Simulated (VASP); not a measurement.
Input for VASP

### POSCAR
```
NiSb
10.0695160
  0.1927099558  -0.3337834502   0.0000000000
  0.1927099558   0.3337834502   0.0000000000
  0.0000000000   0.0000000000   0.4999999949
Ni Sb
2 2
Cartesian
  0.0000000000   0.0000000000   0.2499999974
  0.0000000000   0.0000000000   0.0000000000
  0.1927099558   0.1112613726   0.1249999987
  0.1927099558  -0.1112613726   0.3749999961
```

### INCAR
```
SYSTEM=NiSb
PREC=Accurate; ENCUT=520; LREAL=.False.
LASPH=.True.
EDIFF=1E-7; NELM=100; ALGO=Normal
LMAXMIX=4
ISMEAR=-5
ISIF=2
LWAVE=.False.; LCHARG=.True.; LORBIT=11
NEDOS=601
LEFG=.True.
```

### KPOINTS
```
Automatic mesh
0
Gamma
10 10 7
0 0 0
```

POTCAR, in this order: Ni Sb (LDA.64 set). Program: vasp_std.

Task: Write an equivalent input for Quantum ESPRESSO's pw.x.

Result: One equivalent input (not run):
```
&CONTROL
  calculation = 'scf'
  pseudo_dir = './pseudo'
  outdir = './out'
  tprnfor = .true.
  tstress = .true.
/
&SYSTEM
  ibrav = 0
  nat = 4
  ntyp = 2
  ecutwfc = 98
  occupations = 'tetrahedra'
  input_dft = 'pz'
/
&ELECTRONS
  conv_thr = 7.3e-09
  electron_maxstep = 100
/
ATOMIC_SPECIES
  Ni 58.693 Ni.upf
  Sb 121.760 Sb.upf
CELL_PARAMETERS angstrom
     1.9404960   -3.3610378   -0.0000000
     1.9404960    3.3610378   -0.0000000
     0.0000000   -0.0000000    5.0347579
ATOMIC_POSITIONS crystal
  Ni   0.0000000  0.0000000  0.5000000
  Ni   0.0000000  0.0000000  0.0000000
  Sb   0.3333330  0.6666670  0.2500000
  Sb   0.6666670  0.3333330  0.7500000
K_POINTS automatic
  10 10 7 0 0 0
```
Limits of the translation: the potentials are each code's own (VASP's PAW set, PseudoDojo norm-conserving files in pw.x), so ENCUT and ecutwfc are chosen apart and not converted; conv_thr bounds pw.x's estimated SCF error, while EDIFF bounds the energy change between steps; the field gradients of LEFG aren't asked of the other code.

The compound is NiSb in the NiAs type structure. It was relaxed first.
